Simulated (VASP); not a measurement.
Computed with PBEsol GGA, VASP's PBE PAW potentials (set 64) (plane waves; VASP 6.6.1).

VASP input:

### KPOINTS
```
Automatic mesh
0
Gamma
3 3 2
0 0 0
```

### POSCAR
```
N2
1
    4.1473630000     0.0000000000     0.0000000000
    0.0000000000     4.1473630000     0.0000000000
    0.0000000000     0.0000000000     5.4287720000
N
4
Direct
  0.9042800000   0.9042800000   0.0000000000
  0.0957200000   0.0957200000   0.0000000000
  0.5957200000   0.4042800000   0.5000000000
  0.4042800000   0.5957200000   0.5000000000
```

INCAR:
```
! general
SYSTEM  =  N2
PREC    =  Accurate
ENCUT   =  400
LREAL   =  .FALSE.
LASPH   =  .TRUE.

! electronic loop
EDIFF   =  1E-6
NELM    =  100
ALGO    =  Normal

! smearing
ISMEAR  =  0
SIGMA   =  0.01

! functional
GGA     =  PS

! ions
ISIF    =  2

! output
LWAVE   =  .FALSE.
LCHARG  =  .FALSE.
```

POTCAR, in this order: N (PBE.64 set). Program: vasp_std.

What VASP printed:

File OSZICAR:
```
       N       E                     dE             d eps       ncg     rms          rms(c)
DAV:   1     0.805251152953E+02    0.80525E+02   -0.78850E+03   176   0.956E+02
DAV:   2    -0.280366983295E+02   -0.10856E+03   -0.10425E+03   210   0.227E+02
DAV:   3    -0.353963480233E+02   -0.73596E+01   -0.72933E+01   234   0.659E+01
DAV:   4    -0.354584207249E+02   -0.62073E-01   -0.61961E-01   168   0.697E+00
DAV:   5    -0.354591684936E+02   -0.74777E-03   -0.74768E-03   204   0.732E-01    0.108E+01
DAV:   6    -0.343422677707E+02    0.11169E+01   -0.15290E+00   168   0.917E+00    0.631E+00
DAV:   7    -0.340846482153E+02    0.25762E+00   -0.10522E+00   192   0.783E+00    0.161E+00
DAV:   8    -0.340807610775E+02    0.38871E-02   -0.90421E-02   168   0.226E+00    0.254E-01
DAV:   9    -0.340805858624E+02    0.17522E-03   -0.39002E-03   174   0.481E-01    0.113E-01
DAV:  10    -0.340807735994E+02   -0.18774E-03   -0.57615E-04   204   0.197E-01    0.432E-02
DAV:  11    -0.340807636199E+02    0.99795E-05   -0.47582E-05   180   0.633E-02    0.542E-03
DAV:  12    -0.340807649573E+02   -0.13374E-05   -0.53292E-06   180   0.200E-02    0.769E-03
DAV:  13    -0.340807654643E+02   -0.50696E-06   -0.25169E-07    84   0.524E-03
   1 F= -.34080765E+02 E0= -.34080765E+02  d E =-.282738E-32
```

File OUTCAR:
```
------------------------ aborting loop because EDIFF is reached ----------------------------------------
  FORCE on cell =-STRESS in cart. coord.  units (eV):
  Direction    XX          YY          ZZ          XY          YZ          ZX
  --------------------------------------------------------------------------------------
  Total       -3.3786034     -3.3786034     -1.8925238      0.0000000      0.0000000      0.0000000
  in kB      -57.9698399    -57.9698399    -32.4717895      0.0000000      0.0000000      0.0000000
  external PRESSURE =     -49.4704898 kB  Pullay stress =       0.0000000 kB
  volume of cell :       93.38
      direct lattice vectors                 reciprocal lattice vectors
     4.147363000  0.000000000  0.000000000     0.241117066  0.000000000  0.000000000
     0.000000000  4.147363000  0.000000000     0.000000000  0.241117066  0.000000000
     0.000000000  0.000000000  5.428772000     0.000000000  0.000000000  0.184203720
 POSITION                                       TOTAL-FORCE (eV/Angst)
 -----------------------------------------------------------------------------------
      3.75038      3.75038      0.00000         0.807559      0.807559      0.000000
      0.39699      0.39699      0.00000        -0.807559     -0.807559      0.000000
      2.47067      1.67670      2.71439        -0.807559      0.807559      0.000000
      1.67670      2.47067      2.71439         0.807559     -0.807559      0.000000
 -----------------------------------------------------------------------------------
    total drift:                                0.000000     -0.000000     -0.000000
  FREE ENERGIE OF THE ION-ELECTRON SYSTEM (eV)
  ---------------------------------------------------
  free  energy   TOTEN  =       -34.0807654643 eV

  energy  without entropy=      -34.0807654643  energy(sigma->0) =      -34.08076546
```
(Selected blocks of OUTCAR.)

At this cut-off the stress carries a Pulay error, which pulls relaxed volumes low.

The structure comes from a computed database's N2 entry (P4_2/mnm); how it stands against other phases isn't given here. The cell was not relaxed at this level. The k-mesh is coarse (spacing up to 0.58 per Å, 2π included), so the numbers may not be converged in it. The run is one of a series of settings (KPOINTS 3×3×2 Γ-centred mesh against the base run), some of them coarse on purpose.
